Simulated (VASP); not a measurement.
Consider the following.

```yaml
crystal:
  lattice:
    - [3.45669, 0.00000, 0.00000]
    - [-1.72835, 2.99359, 0.00000]
    - [0.00000, 0.00000, 8.05342]
  atoms:
    - { symbol: Zr, position: [0.33333, 0.66667, 0.03384] }
    - { symbol: Zr, position: [0.66667, 0.33333, 0.53384] }
    - { symbol: S, position: [0.33333, 0.66667, 0.34116] }
    - { symbol: S, position: [0.66667, 0.33333, 0.84116] }
```

These are PBEsol GGA, VASP's PBE PAW potentials (set 64) (plane waves; VASP) values and carry that method's errors. Numerical set-up: 400 eV cut-off, Gaussian smearing of 0.050 eV, potentials Zr_sv S.

Question: Predict the band gap (along the path) with the smallest direct gap where there is one.

Answer: 
* **band gap (along the path)**: 0.05 eV
* **smallest direct gap (along the path)**: 0.13 eV

The structure was generated: ZrS was put into the wurtzite type (P6_3mc), which need not be its known phase. It was relaxed first, which changed the volume by -38 %.
